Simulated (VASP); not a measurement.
Calculation: PBE GGA, VASP's PBE PAW potentials (set 64) (plane waves; VASP 6.6.1).

Input for VASP

### INCAR
```
SYSTEM  =  CaB2
PREC  =  Accurate; ENCUT  =  520; LREAL  =  .FALSE.
LASPH  =  .TRUE.
EDIFF  =  1E-6; NELM  =  100; ALGO  =  Normal
ISMEAR  =  1; SIGMA  =  0.1
GGA  =  PE
ISIF  =  2
LWAVE  =  .FALSE.; LCHARG  =  .FALSE.
```

**KPOINTS**
```
Automatic mesh
0
Gamma
8 8 6
0 0 0
```

File POSCAR:
```
CaB2
1
    3.5644020000     0.0000000000     0.0000000000
   -1.7822010000     3.0868630000     0.0000000000
    0.0000000000     0.0000000000     3.8594000000
Ca B
1 2
Direct
  0.0000000000   0.0000000000   0.0000000000
  0.3333330000   0.6666670000   0.5000000000
  0.6666670000   0.3333330000   0.5000000000
```

POTCAR, in this order: Ca_sv B (PBE.64 set). Program: vasp_std.

**Question.** Estimate the energy per atom (σ→0), pressure, band gap (on the k-mesh).

**Answer.** 
- energy per atom (σ→0): -5.014 eV/atom
- band gap (on the k-mesh): none (metal, semimetal or under 0.01 eV)
- pressure: -13.74 GPa

### OSZICAR
```
...
DAV:   8    -0.150450819966E+02   -0.85921E-03   -0.44857E-02  1184   0.179E+00    0.246E-01
DAV:   9    -0.150432515651E+02    0.18304E-02   -0.77658E-03  1236   0.640E-01    0.547E-02
DAV:  10    -0.150434025519E+02   -0.15099E-03   -0.10655E-03  1520   0.235E-01    0.565E-02
DAV:  11    -0.150434082115E+02   -0.56596E-05   -0.20975E-05  1288   0.455E-02    0.360E-02
DAV:  12    -0.150433941886E+02    0.14023E-04   -0.61668E-05  1228   0.757E-02    0.621E-03
DAV:  13    -0.150433953679E+02   -0.11793E-05   -0.65003E-06  1504   0.209E-02    0.253E-03
DAV:  14    -0.150433952909E+02    0.76994E-07   -0.64841E-08   772   0.257E-03
   1 F= -.15043395E+02 E0= -.15042752E+02  d E =-.192977E-02
```

The structure was generated: CaB2 was put into the AlB2 type (P6/mmm), which need not be its known phase. The cell was not relaxed at this level.
